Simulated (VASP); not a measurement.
These are LDA (Ceperley-Alder, Perdew-Zunger), VASP's LDA PAW potentials (set 64) (plane waves; VASP) values and carry that method's errors.

VASP input:

### POSCAR
```
CuGaSe2
1
   -2.7083367621     2.7083367621     5.3783371933
    2.7083367621    -2.7083367621     5.3783371933
    2.7083367621     2.7083367621    -5.3783371933
Ga Cu Se
2 2 4
Direct
  0.5000000000   0.5000000000   0.0000000000
  0.2500000000   0.7500000000   0.5000000000
  0.0000000000   0.0000000000   0.0000000000
  0.7500000000   0.2500000000   0.5000000000
  0.8750000000   0.8840565718   0.5090565718
  0.1159434282   0.6250000000   0.9909434282
  0.3750000000   0.3659434282   0.4909434282
  0.6340565718   0.1250000000   0.0090565718
```

### INCAR
```
# general
SYSTEM  = CuGaSe2
PREC    = Accurate
ENCUT   = 500
LREAL   = .False.   # projection in real space or not
LASPH   = .True.   # aspherical one-centre terms

# electronic loop
EDIFF   = 1E-6
NELM    = 100
ALGO    = Normal
LMAXMIX = 4   # l cut-off of mixed one-centre charges

# smearing
ISMEAR  = 0
SIGMA   = 0.05   # width (eV)

# ions
IBRION  = 2
NSW     = 40   # most ionic steps
ISIF    = 3   # ions, shape and volume
EDIFFG  = -0.02   # ionic stop
PSTRESS = 100   # kbar

# output
LWAVE   = .False.
LCHARG  = .False.
```

**KPOINTS**
```
Automatic
0
Gamma
 6 6 6
0 0 0
```

POTCAR, in this order: Ga_d Cu Se (LDA.64 set). Program: vasp_std.

Output

File OUTCAR:
```
 ion  position               nearest neighbor table
   1  0.500  0.500  0.000-   8 2.37   7 2.37   5 2.37   6 2.37
   2  0.250  0.750  0.500-   5 2.37   6 2.37   7 2.37   8 2.37
   3  0.000  0.000  0.000-   5 2.31   7 2.31   6 2.31   8 2.31
   4  0.750  0.250  0.500-   6 2.31   8 2.31   7 2.31   5 2.31
   5  0.875  0.884  0.509-   3 2.31   4 2.31   2 2.37   1 2.37
   6  0.116  0.625  0.991-   4 2.31   3 2.31   2 2.37   1 2.37
   7  0.375  0.366  0.491-   3 2.31   4 2.31   1 2.37   2 2.37
   8  0.634  0.125  0.009-   4 2.31   3 2.31   1 2.37   2 2.37
  LATTYP: Found a body centered tetragonal cell.
 ALAT       =     5.4166735242
 C/A-ratio  =     1.9858450650
 Subroutine PRICEL returns:
 Original cell was already a primitive cell.
 Subroutine GETGRP returns: Found  8 space group operations
The static configuration has the point symmetry S_4 .
 The point group associated with its full space group is D_2d.
The dynamic configuration has the point symmetry S_4 .
 Subroutine INISYM returns: Found  8 space group operations
 Subroutine IBZKPT returns following result:
 Found     30 irreducible k-points:

 Following reciprocal coordinates:
            Coordinates               Weight
  0.000000  0.000000  0.000000      1.000000
  0.166667  0.000000  0.000000      8.000000
  0.333333  0.000000 -0.000000      8.000000
  0.500000  0.000000  0.000000      4.000000
  0.166667  0.166667 -0.000000      8.000000
  0.333333  0.166667 -0.000000     16.000000
  0.500000  0.166667 -0.000000     16.000000
 -0.333333  0.166667  0.000000     16.000000
 -0.166667  0.166667  0.000000      4.000000
  0.333333  0.333333 -0.000000      8.000000
  0.500000  0.333333 -0.000000     16.000000
 -0.333333  0.333333  0.000000      4.000000
  0.500000  0.500000 -0.000000      2.000000
  0.166667  0.166667  0.166667      8.000000
  0.333333  0.166667  0.166667      8.000000
 -0.166667  0.166667  0.166667      4.000000
  0.333333  0.333333  0.166667      4.000000
 -0.333333  0.333333  0.166667      8.000000
 -0.166667  0.333333  0.166667      8.000000
  0.500000  0.500000  0.166667      4.000000
 -0.333333  0.500000  0.166667     16.000000
 -0.166667  0.500000  0.166667      8.000000
 -0.333333 -0.333333  0.166667      8.000000
 -0.166667 -0.333333  0.166667      8.000000
 -0.166667 -0.166667  0.166667      2.000000
 -0.333333  0.333333  0.333333      4.000000
  0.500000  0.500000  0.333333      4.000000
 -0.333333  0.500000  0.333333      8.000000
 -0.333333 -0.333333  0.333333      2.000000
  0.500000  0.500000  0.500000      1.000000
   k-points           NKPTS =     30   k-points in BZ     NKDIM =     30   number of bands    NBANDS=     43
   number of dos      NEDOS =    301   number of ions     NIONS =      8
   total plane-waves  NPLWV = 110592
   dimension x,y,z NGX =    48 NGY =   48 NGZ =   48
   dimension x,y,z NGXF=    96 NGYF=   96 NGZF=   96
   ions per type =               2   2   4
   PREC   = accura    normal or accurate (medium, high low for compatibility)
   ISTART =      0    job   : 0-new  1-cont  2-samecut
   ICHARG =      2    charge: 1-file 2-atom 10-const
   ISPIN  =      1    spin polarized calculation?
   LNONCOLLINEAR =      F non collinear calculations
   LSORBIT =      F    spin-orbit coupling
   INIWAV =      1    electr: 0-lowe 1-rand  2-diag
   ENCUT  =  500.0 eV  36.75 Ry    6.06 a.u.  12.04 12.04 12.04*2*pi/ulx,y,z
   NELM   =    100;   NELMIN=  2; NELMDL= -5     # of ELM steps
   EDIFF  = 0.1E-05   stopping-criterion for ELM
   LREAL  =      F    real-space projection
   NLSPLINE    = F    spline interpolate recip. space projectors
   LMAXMIX     =    4 max onsite mixed and CHGCAR
   VOSKOWN=      0    Vosko Wilk Nusair interpolation
   EDIFFG = -.2E-01   stopping-criterion for IOM
...
```

### OSZICAR
```
       N       E                     dE             d eps       ncg     rms          rms(c)
DAV:   1     0.721611746692E+03    0.72161E+03   -0.31118E+04  2631   0.227E+03
DAV:   2     0.945347097166E+02   -0.62708E+03   -0.61024E+03  2644   0.580E+02
DAV:   3    -0.291916827196E+02   -0.12373E+03   -0.11976E+03  3226   0.220E+02
DAV:   4    -0.385964676340E+02   -0.94048E+01   -0.92964E+01  3720   0.605E+01
DAV:   5    -0.388512570467E+02   -0.25479E+00   -0.25400E+00  3749   0.108E+01    0.135E+01
DAV:   6    -0.387086278950E+02    0.14263E+00   -0.37878E+01  3573   0.104E+02    0.941E+00
DAV:   7    -0.367345148923E+02    0.19741E+01   -0.93273E+00  3440   0.753E+01    0.397E+00
DAV:   8    -0.369479951462E+02   -0.21348E+00   -0.38873E+00  3944   0.233E+01    0.316E+00
DAV:   9    -0.368072667203E+02    0.14073E+00   -0.10229E+00  3714   0.192E+01    0.402E-01
DAV:  10    -0.368115765978E+02   -0.43099E-02   -0.63586E-02  3968   0.352E+00    0.205E-01
DAV:  11    -0.368116613694E+02   -0.84772E-04   -0.10334E-02  3890   0.167E+00    0.107E-01
DAV:  12    -0.368114977926E+02    0.16358E-03   -0.13157E-03  3776   0.799E-01    0.137E-02
DAV:  13    -0.368115062219E+02   -0.84293E-05   -0.11328E-04  3752   0.109E-01    0.137E-02
DAV:  14    -0.368115063372E+02   -0.11528E-06   -0.46962E-05  3336   0.126E-01    0.903E-03
DAV:  15    -0.368115044077E+02    0.19295E-05   -0.10345E-05  2696   0.760E-02    0.146E-03
DAV:  16    -0.368115045808E+02   -0.17308E-06   -0.21208E-06  1824   0.814E-03
   1 F= -.26962264E+02 E0= -.26962264E+02  d E =-.269623E+02
       N       E                     dE             d eps       ncg     rms          rms(c)
DAV:   1    -0.435235730861E+02   -0.67121E+01   -0.10933E+02  2724   0.177E+02    0.231E+01
DAV:   2    -0.424592045960E+02    0.10644E+01   -0.11248E+02  3036   0.194E+02    0.134E+01
DAV:   3    -0.361238646674E+02    0.63353E+01   -0.25350E+01  3453   0.123E+02    0.420E+00
DAV:   4    -0.364186792773E+02   -0.29481E+00   -0.12681E+01  4208   0.582E+01    0.585E+00
DAV:   5    -0.359489257310E+02    0.46975E+00   -0.41807E+00  3684   0.345E+01    0.130E+00
DAV:   6    -0.359606570532E+02   -0.11731E-01   -0.16583E-01  3919   0.557E+00    0.109E+00
DAV:   7    -0.359450105912E+02    0.15646E-01   -0.32143E-02  4706   0.319E+00    0.437E-01
DAV:   8    -0.359439484362E+02    0.10622E-02   -0.15914E-02  4093   0.153E+00    0.323E-01
DAV:   9    -0.359434538979E+02    0.49454E-03   -0.16962E-03  4004   0.538E-01    0.202E-01
DAV:  10    -0.359429661470E+02    0.48775E-03   -0.14043E-03  4248   0.917E-01    0.311E-02
DAV:  11    -0.359430034795E+02   -0.37333E-04   -0.51515E-04  3600   0.144E-01    0.255E-02
DAV:  12    -0.359430030450E+02    0.43454E-06   -0.87467E-06  3562   0.294E-02
   2 F= -.26947650E+02 E0= -.26947650E+02  d E =0.146135E-01
       N       E                     dE             d eps       ncg     rms          rms(c)
DAV:   1    -0.382003184740E+02   -0.22573E+01   -0.31190E+01  2628   0.104E+02    0.916E+00
DAV:   2    -0.369720097211E+02    0.12283E+01   -0.11368E+01  3176   0.906E+01    0.371E+00
DAV:   3    -0.366415300341E+02    0.33048E+00   -0.27608E+00  3455   0.352E+01    0.256E+00
DAV:   4    -0.365104592954E+02    0.13107E+00   -0.41760E-01  4088   0.850E+00    0.439E-01
DAV:   5    -0.365041927321E+02    0.62666E-02   -0.24375E-02  3095   0.122E+00    0.181E-01
DAV:   6    -0.365026333795E+02    0.15594E-02   -0.16409E-03  3416   0.488E-01    0.814E-02
DAV:   7    -0.365024877307E+02    0.14565E-03   -0.10330E-03  4380   0.420E-01    0.331E-02
DAV:   8    -0.365024958322E+02   -0.81015E-05   -0.11823E-04  3773   0.110E-01    0.302E-02
DAV:   9    -0.365024959212E+02   -0.88977E-07   -0.25817E-06  2398   0.149E-02
   3 F= -.27074217E+02 E0= -.27074217E+02  d E =-.111954E+00
       N       E                     dE             d eps       ncg     rms          rms(c)
DAV:   1    -0.364949233042E+02    0.75725E-02   -0.10953E-02  2712   0.187E+00    0.189E-01
DAV:   2    -0.364945405353E+02    0.38277E-03   -0.60762E-03  2984   0.183E+00    0.905E-02
DAV:   3    -0.364943114101E+02    0.22913E-03   -0.15126E-03  3242   0.933E-01    0.470E-02
DAV:   4    -0.364942670310E+02    0.44379E-04   -0.11025E-04  3553   0.761E-02    0.167E-02
DAV:   5    -0.364942620099E+02    0.50212E-05   -0.24359E-05  3474   0.954E-02    0.389E-03
DAV:   6    -0.364942616103E+02    0.39960E-06   -0.24317E-06  2021   0.127E-02
   4 F= -.27074277E+02 E0= -.27074277E+02  d E =-.112014E+00
       N       E                     dE             d eps       ncg     rms          rms(c)
DAV:   1    -0.364940354051E+02    0.22660E-03   -0.11030E-02  2594   0.387E-01    0.464E-02
DAV:   2    -0.364941364636E+02   -0.10106E-03   -0.12024E-03  3696   0.231E-01    0.145E-02
DAV:   3    -0.364941342429E+02    0.22208E-05   -0.79585E-05  4021   0.155E-01    0.137E-02
DAV:   4    -0.364941331013E+02    0.11416E-05   -0.71990E-06  2952   0.410E-02    0.897E-03
DAV:   5    -0.364941321611E+02    0.94021E-06   -0.20802E-06  1745   0.157E-02
   5 F= -.27074496E+02 E0= -.27074496E+02  d E =-.218789E-03
```

OUTCAR:
```
------------------------ aborting loop because EDIFF is reached ----------------------------------------
  FORCE on cell =-STRESS in cart. coord.  units (eV):
  Direction    XX          YY          ZZ          XY          YZ          ZX
  --------------------------------------------------------------------------------------
  Total        9.4364288      9.4364288      9.4552369      0.0000000      0.0000000      0.0000000
  in kB      100.1782750    100.1782750    100.3779439      0.0000000      0.0000000      0.0000000
  external PRESSURE =       0.2448313 kB  Pullay stress =     100.0000000 kB
  volume of cell :      150.92
      direct lattice vectors                 reciprocal lattice vectors
    -2.668250866  2.668250866  5.299457253     0.000000000  0.187388677  0.094349284
     2.668250866 -2.668250866  5.299457253     0.187388677  0.000000000  0.094349284
     2.668250866  2.668250866 -5.299457253     0.187388677  0.187388677  0.000000000
 POSITION                                       TOTAL-FORCE (eV/Angst)
 -----------------------------------------------------------------------------------
      2.66825      2.66825      0.00000        -0.000000     -0.000000      0.000000
      2.66825     -0.00000      2.64973         0.000000      0.000000     -0.000000
      0.00000      5.33650      0.00000        -0.000000      0.000000      0.000000
     -0.00000      2.66825      2.64973         0.000000      0.000000      0.000000
      1.38471      1.33413      6.62432         0.018495     -0.000000      0.000000
      4.00238      1.28354     -1.32486         0.000000     -0.018495     -0.000000
      1.28354      1.33413      1.32486        -0.018495      0.000000     -0.000000
     -1.33413      1.38471      3.97459        -0.000000      0.018495      0.000000
 -----------------------------------------------------------------------------------
    total drift:                                0.000006      0.000006      0.000009
  FREE ENERGIE OF THE ION-ELECTRON SYSTEM (eV)
  ---------------------------------------------------
  free  energy   TOTEN  =       -36.4941321611 eV

  energy  without entropy=      -36.4941321611  energy(sigma->0) =      -36.49413216
  enthalpy is  TOTEN    =       -27.0744961710 eV   P V=        9.4196359901

 reached required accuracy - stopping structural energy minimisation
```
(Selected blocks of OUTCAR.)

File CONTCAR:
```
CuGaSe2
   1.00000000000000
    -2.6682508659081785    2.6682508659081785    5.2994572529310222
     2.6682508659081785   -2.6682508659081785    5.2994572529310222
     2.6682508659081785    2.6682508659081785   -5.2994572529310222
  Ga              Cu              Se
     2     2     4
Direct
     0.5000000000000000    0.5000000000000000    1.0000000000000000
     0.2500000000000000    0.7500000000000000    0.5000000000000000
     1.0000000000000000    0.0000000000000000    1.0000000000000000
     0.7500000000000000    0.2500000000000000    0.5000000000000000
     0.8750000000000000    0.8844786700382608    0.5094786700382608
     0.1155213299617391    0.6250000000000000    0.9905213299617392
     0.3750000000000000    0.3655213299617391    0.4905213299617391
     0.6344786700382608    0.1250000000000000    0.0094786700382609
```

### OUTCAR
```
 val. band max:        5.4892550094   @ k =   0.0000   0.0000   0.0000

 cond. band min:       6.1782563554   @ k =   0.0000   0.0000   0.0000


 Fermi energy:         5.7341752185

 k-point     1 :       0.0000    0.0000    0.0000
  band No.  band energies     occupation
      1     -10.5254      2.00000
      2     -10.5248      2.00000
      3     -10.5248      2.00000
      4     -10.2923      2.00000
      5     -10.2710      2.00000
      6     -10.2710      2.00000
      7     -10.2120      2.00000
      8     -10.2082      2.00000
      9     -10.1987      2.00000
     10     -10.1848      2.00000
     11     -10.1142      2.00000
     12      -7.9483      2.00000
     13      -7.9439      2.00000
     14      -7.9439      2.00000
     15      -2.9438      2.00000
     16      -1.5979      2.00000
     17      -0.4272      2.00000
     18      -0.0443      2.00000
     19       0.0205      2.00000
     20       0.6024      2.00000
     21       0.6024      2.00000
     22       1.1938      2.00000
     23       1.1938      2.00000
     24       1.4163      2.00000
     25       1.4163      2.00000
     26       1.4814      2.00000
     27       2.4957      2.00000
     28       2.4971      2.00000
     29       2.6466      2.00000
     30       3.0714      2.00000
     31       3.0961      2.00000
     32       3.0961      2.00000
     33       3.2145      2.00000
     34       5.3972      2.00000
     35       5.3972      2.00000
     36       5.4893      2.00000
     37       6.1783      0.00000
     38       7.0285      0.00000
     39       7.6302      0.00000
     40       9.4484      0.00000
     41       9.4484      0.00000
     42       9.7142      0.00000
     43      10.3121      0.00000

 k-point     2 :       0.1667    0.0000    0.0000
  band No.  band energies     occupation
      1     -10.5406      2.00000
      2     -10.5280      2.00000
      3     -10.5192      2.00000
      4     -10.3283      2.00000
      5     -10.2847      2.00000
...
```

Energy and stress use the plane-wave basis of the starting cell.

The compound is CuGaSe2 in the chalcopyrite structure. This run relaxes it under an external pressure of 10 GPa. Symmetry was kept, so distortions that lower it aren't found.
